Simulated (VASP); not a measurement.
Crystal: AgCl.

```xyz
2
Lattice="0.0000 2.7731 2.7731 2.7731 0.0000 2.7731 2.7731 2.7731 0.0000" Properties=species:S:1:pos:R:3 pbc="T T T"
Ag    2.7731    2.7731    2.7731
Cl    0.0000    0.0000    0.0000
```

| Item | Value |
| --- | --- |
| Program | VASP 6.6.1 |
| Task | relaxation of cell and atoms |
| Functional | LDA |
| Potentials or basis | VASP PAW LDA potentials, release 64 (Ag, Cl) |
| Cutoff | 600 eV |
| k mesh | 8 × 8 × 8 |
| Occupations | gaussian, width 0.02 eV |
| Spin | no spin polarisation |

At the start: pressure -5.6 GPa; volume 21.33 Å³/atom.

Problem. Where does the relaxation end?

Solution. Over 3 steps the energy falls by 40.9 meV/atom and the volume is 19.21 Å³/atom (-9.9 %); space group Fm-3m (No. 225, to 0.05 Å).

Step by step:
| step | energy change (eV) | largest force (eV/Å) | pressure (GPa) | volume (Å³) |
| --- | --- | --- | --- | --- |
| 1 | 0.0000 | 0.0000 | -5.58 | 42.65 |
| 2 | -0.0816 | 0.0000 | 0.36 | 38.23 |
| 3 | -0.0818 | 0.0000 | 0.02 | 38.42 |

Final structure:
```yaml
crystal:
  lattice:
    - [0.00000, 2.67830, 2.67830]
    - [2.67830, 0.00000, 2.67830]
    - [2.67830, 2.67830, 0.00000]
  atoms:
    - { symbol: Ag, position: [0.50000, 0.50000, 0.50000] }
    - { symbol: Cl, position: [0.00000, 0.00000, 0.00000] }
```
